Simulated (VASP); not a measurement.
Input:

```xyz
3
Lattice="1.7104 0.9875 6.4035 -1.7104 0.9875 6.4035 0.0000 -1.9750 6.4035" Properties=species:S:1:pos:R:3 pbc="T T T"
Ta     0.0000     0.0000     0.0003
Se     0.0000     0.0000     4.7360
Se     0.0000     0.0000     8.0771
```

The numbers are results of PBEsol GGA, VASP's PBE PAW potentials (set 64) (plane waves; VASP), not measurements. Settings: 400 eV cut-off, 12×12×12 Γ-centred mesh, tetrahedra with Blöchl corrections, potentials Ta_pv Se.

The cores are frozen, which limits the accuracy of field gradients. Without a dispersion term in the relaxation, distances and binding between the weakly bound layers, chains or molecules are unreliable, and so is what depends on them.

### Question
Give the principal components of the electric field gradient (V/Å²) and the asymmetry η at each nucleus.

### Answer

```json
[
 {"atom": "Ta1", "Vxx": "77.8", "Vyy": "77.7", "Vzz": "-155.5", "η": "0.00"},
 {"atom": "Se2", "Vxx": "27.9", "Vyy": "27.9", "Vzz": "-55.8", "η": "0.00"},
 {"atom": "Se3", "Vxx": "26.5", "Vyy": "26.5", "Vzz": "-53.0", "η": "0.00"}
]
```

The structure comes from a computed database's TaSe2 entry (R3m); how it stands against other phases isn't given here. It was relaxed first, which changed the volume by -8 %.
